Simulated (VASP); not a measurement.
Data:

```xyz
2
Lattice="0.0000 3.2300 3.2300 3.2300 0.0000 3.2300 3.2300 3.2300 0.0000" Properties=species:S:1:pos:R:3 pbc="T T T"
Te     3.2300     3.2300     3.2300
Pb     0.0000     0.0000     0.0000
```

These are PBE GGA, VASP's PBE PAW potentials (set 64) (plane waves; VASP) values and carry that method's errors. Settings: 400 eV cut-off, 2×2×2 Monkhorst-Pack mesh, Gaussian smearing of 0.050 eV, potentials Te Pb_d.

### Question
Predict the energy per atom (σ→0).

### Answer

- energy per atom (σ→0) = -4.030 eV/atom

The compound is PbTe in the rock salt structure. The cell was not relaxed at this level. The k-mesh is coarse (spacing up to 0.84 per Å, 2π included), so the numbers may not be converged in it. The run is one of a series of settings (KPOINTS 2×2×2 Monkhorst-Pack mesh against the base run), some of them coarse on purpose.
